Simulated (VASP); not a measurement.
A VASP calculation is set up with these files.

**INCAR**
```
SYSTEM = CaS
PREC = Accurate; ENCUT = 500; LREAL = .FALSE.
LASPH = .TRUE.
EDIFF = 1E-6; NELM = 100; ALGO = Normal
ISMEAR = 1; SIGMA = 0.1
GGA = PS
IBRION = 2; NSW = 40; ISIF = 3
EDIFFG = -0.02; PSTRESS = 450
LWAVE = .FALSE.; LCHARG = .FALSE.
```

POSCAR:
```
CaS
1
    3.0678997044    -0.0000000000    -0.0000000000
   -0.0000000000     3.0678997044    -0.0000000000
    0.0000000000     0.0000000000     3.0678997044
Ca S
1 1
Direct
  0.0000000000   0.0000000000   0.0000000000
  0.5000000000   0.5000000000   0.5000000000
```

KPOINTS:
```
Automatic mesh
0
Gamma
12 12 12
0 0 0
```

POTCAR, in this order: Ca_sv S (PBE.64 set). Program: vasp_std.

Q: Write an equivalent input for Quantum ESPRESSO's pw.x.

A: One equivalent input (not run):
```
&CONTROL
  calculation = 'vc-relax'
  pseudo_dir = './pseudo'
  outdir = './out'
  tprnfor = .true.
  tstress = .true.
  nstep = 40
  forc_conv_thr = 0.00078
/
&SYSTEM
  ibrav = 0
  nat = 2
  ntyp = 2
  ecutwfc = 68
  occupations = 'smearing'
  smearing = 'methfessel-paxton'
  degauss = 0.00735
  input_dft = 'pbesol'
/
&ELECTRONS
  conv_thr = 7.3e-08
  electron_maxstep = 100
/
&IONS
/
&CELL
  press = 450
/
ATOMIC_SPECIES
  Ca 40.078 Ca.upf
  S 32.060 S.upf
CELL_PARAMETERS angstrom
     3.0678997   -0.0000000   -0.0000000
    -0.0000000    3.0678997   -0.0000000
     0.0000000    0.0000000    3.0678997
ATOMIC_POSITIONS crystal
  Ca   0.0000000  0.0000000  0.0000000
  S    0.5000000  0.5000000  0.5000000
K_POINTS automatic
  12 12 12 0 0 0
```
Limits of the translation: the potentials are each code's own (VASP's PAW set, PseudoDojo norm-conserving files in pw.x), so ENCUT and ecutwfc are chosen apart and not converted; conv_thr bounds pw.x's estimated SCF error, while EDIFF bounds the energy change between steps; forc_conv_thr acts on force components and is met together with etot_conv_thr.

The structure was generated: CaS was put into the CsCl type type (Pm-3m), which need not be its known phase. It was relaxed first under an external pressure of 45 GPa.
